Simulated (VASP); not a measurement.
OSZICAR of a VASP run on Gd (hcp):

OSZICAR:
```
       N       E                     dE             d eps       ncg     rms          rms(c)
DAV:   1     0.339332962117E+02    0.33933E+02   -0.78292E+03  2184   0.100E+03
DAV:   2    -0.770411736860E+01   -0.41637E+02   -0.40620E+02  2524   0.208E+02
DAV:   3    -0.912134939710E+01   -0.14172E+01   -0.13647E+01  2913   0.250E+01
DAV:   4    -0.914763701295E+01   -0.26288E-01   -0.26641E-01  2654   0.356E+00
DAV:   5    -0.914846964002E+01   -0.83263E-03   -0.82926E-03  3270   0.466E-01    0.224E+01
DAV:   6    -0.914966843599E+01   -0.11988E-02   -0.21038E-02  2454   0.117E+00    0.134E+01
DAV:   7    -0.915801820546E+01   -0.83498E-02   -0.37953E-02  2404   0.157E+00    0.208E-01
DAV:   8    -0.915773120568E+01    0.28700E-03   -0.21268E-03  2619   0.344E-01    0.550E-02
DAV:   9    -0.915774739652E+01   -0.16191E-04   -0.20343E-04  2821   0.105E-01    0.346E-02
DAV:  10    -0.915773980146E+01    0.75951E-05   -0.29698E-05  2647   0.384E-02    0.422E-02
DAV:  11    -0.915774290137E+01   -0.30999E-05   -0.48339E-06  2589   0.155E-02    0.199E-03
DAV:  12    -0.915774304912E+01   -0.14775E-06   -0.33948E-07  2750   0.393E-03    0.395E-03
DAV:  13    -0.915774286627E+01    0.18285E-06   -0.20563E-08  1487   0.114E-03    0.119E-03
DAV:  14    -0.915774279509E+01    0.71179E-07   -0.91379E-09  1392   0.764E-04
   1 F= -.91577428E+01 E0= -.91577428E+01  d E =0.000000E+00
```

Problem. Which electronic solver shows in the log?

Solution. It is blocked Davidson (ALGO = Normal, or the opening steps of other solvers). The INCAR had ALGO = Normal.

Problem. Can the final energy be trusted as converged?

Solution. The run converged. It stopped with EDIFF = 1E-7, NELM = 100 (PBE GGA, plane waves, VASP's PBE PAW potentials (set 64)). The 4f electrons are frozen in the core of the lanthanide potential, so 4f levels, which can set the real gap, and their magnetism are missing.

The compound is Gd in the hcp structure. It was relaxed first.
